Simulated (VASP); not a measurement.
Level of theory: PBE GGA, VASP's PBE PAW potentials (set 64) (plane waves; VASP).

Input for VASP

**KPOINTS**
```
Regular mesh
0
gamma
  13 13 13
0 0 0
```

**INCAR**
```
SYSTEM = CoAl
PREC = Accurate; ENCUT = 500; LREAL = .False.
LASPH = .True.
EDIFF = 1E-6; NELM = 100; ALGO = Normal
LMAXMIX = 4
ISMEAR = 1; SIGMA = 0.1
GGA = PE
IBRION = 2; NSW = 40; ISIF = 3
EDIFFG = -0.02; PSTRESS = 200
LWAVE = .False.; LCHARG = .False.
```

**POSCAR**
```
CoAl
1
    2.7660205327     0.0000000000    -0.0000000000
    0.0000000000     2.7660205327     0.0000000000
   -0.0000000000     0.0000000000     2.7660205327
Al Co
1 1
Direct
  0.5000000000   0.5000000000   0.5000000000
  0.0000000000   0.0000000000   0.0000000000
```

POTCAR, in this order: Al Co (PBE.64 set). Program: vasp_std.

Q: What will the output report for the number of irreducible k-points (NKPTS), largest plane-wave count, number of space-group operations, FFT grid (NGX, NGY, NGZ)?

A: 
```json
{
  "number of irreducible k-points (NKPTS)": "84",
  "largest_plane_wave_count": "552",
  "number_of_space_group_operations": "48",
  "FFT grid (NGX, NGY, NGZ)": "20 × 20 × 20"
}
```

The compound is CoAl in the CsCl type structure. It was relaxed first under an external pressure of 20 GPa. The run is not spin-polarised, so no magnetic state was tried.
